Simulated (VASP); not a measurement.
# Fe3Cl: relaxation of the atoms with RPBE

Fe3Cl:

```
Fe Cl
1.0
     0.00000    3.15848    3.15848
     3.15848    0.00000    3.15848
     3.15848    3.15848    0.00000
Fe Cl
3 1
Direct
  0.25000 0.25000 0.25000
  0.75000 0.75000 0.75000
  0.50000 0.50000 0.50000
  0.00000 0.00000 0.00000
```

The cell was built by a generator and needn't be a form met in nature.

```yaml
Program: VASP 6.6.1
Task: relaxation of the atoms
Functional: RPBE
Potentials_or_basis: VASP PAW PBE potentials, release 64 (Fe, Cl)
Cutoff: 520 eV
k_mesh: 7 × 7 × 7
Occupations: gaussian, width 0.05 eV
Spin: collinear spin, ferromagnetic start
Starting_moments: "[3.0, 3.0, 3.0, 0.0] μB"
Further_INCAR_settings: ALGO = Fast; EDIFF = 1e-06; IBRION = 2; EDIFFG = -0.02; NSW = 60
```

| Quantity | Value |
| --- | --- |
| Pressure after relaxing | -7.0 GPa |
| Band gap on the k mesh | none (metal or under the smearing width) |
| Net moment | 8.71 μB per cell |
| Site moments | Fe +2.91, +2.84; Cl +0.14 μB |
| Valence electrons inside the program's atomic spheres | Fe 6.74, 6.83; Cl 4.99 |

Final structure:
```
CELL_PARAMETERS angstrom
0.00000 3.15848 3.15848
3.15848 0.00000 3.15848
3.15848 3.15848 0.00000
ATOMIC_POSITIONS crystal
Fe 0.25000 0.25000 0.25000
Fe 0.75000 0.75000 0.75000
Fe 0.50000 0.50000 0.50000
Cl 0.00000 0.00000 0.00000
```

Levels at points of the mesh, in eV from the Fermi level:
Spin up:
| k point | band 16 | band 17 | band 18 | band 19 | band 20 | band 21 | band 22 | band 23 | band 24 |
| --- | --- | --- | --- | --- | --- | --- | --- | --- | --- |
| (0.00, 0.00, 0.00) | -1.87 | -1.87 | -1.76 | -1.76 | -1.76 | 3.98 | 3.98 | 3.98 | 6.45 |
Spin down:
| k point | band 9 | band 10 | band 11 | band 12 | band 13 | band 14 |
| --- | --- | --- | --- | --- | --- | --- |
| (0.00, 0.00, 0.00) | -0.82 | -0.82 | 0.44 | 0.44 | 0.44 | 0.84 |

It took 55 s on 1 thread of AMD EPYC 9R45 96-Core Processor (Zen 5), on a shared host, peak memory 0.23 GiB.

Caveat: the relaxation stopped at its first step, so nothing moved; the PAW data sets were made with another functional, which shifts forces and pressure a little; semilocal functionals often make such compounds metallic where correlation or magnetic order opens a gap, which also shifts bond lengths; only a ferromagnetic start was run, and an antiferromagnetic order may lie lower in energy. With open d or f shells a metallic result of RPBE can be an artefact of self-interaction; +U or a hybrid may open a gap.
